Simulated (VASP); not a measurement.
BP (zinc blende): the band gap from VASP (plane waves, PAW) at several levels of theory. Gaps are without spin-orbit coupling. Each level names its cell: its own relaxed one, PBE's, or the starting one. A gap is the smallest over the k-mesh and a band path; hybrids may have named points in place of the path, and GW has the mesh alone. mBJ is a potential without an energy functional, so only the levels count.

| level | band gap (eV) |
|---|---|
| LDA (own cell) | 1.15 |
| PBE (own cell) | 1.25 |
| PBEsol (own cell) | 1.11 |
| RPBE (own cell) | 1.29 |
| AM05 (own cell) | 1.12 |
| PBE-D3(BJ) (own cell) | 1.21 |
| PBE-D4 (own cell) | 1.20 |
| optB88-vdW (own cell) | 1.42 |
| rev-vdW-DF2 (starting cell) | 1.28 |
| revTPSS (own cell) | 1.14 |
| SCAN (own cell) | 1.54 |
| r2SCAN (own cell) | 1.45 |
| r2SCAN+rVV10 (own cell) | 1.42 |
| mBJ (TB09) (PBE cell) | 2.09 |
| HSEsol (PBE cell) | 1.92 |
| PBE0 (PBE cell) | 2.66 |
| Hartree-Fock (PBE cell) | 7.88 |

The cell of the LDA (own cell) run:

```
CELL_PARAMETERS angstrom
      0.00000     2.24484     2.24484
      2.24484     0.00000     2.24484
      2.24484     2.24484     0.00000
ATOMIC_POSITIONS crystal
  B  0.00000 0.00000 0.00000
  P  0.25000 0.25000 0.25000
```

Only levels that ran to the end are used. Left out are those held back, those with too coarse a band path, GW runs whose mesh misses a band edge, hybrids' fits of cells that aren't cubic and levels without matching references; a question may draw on a part of the rest.

The compound is BP in the zinc blende structure.
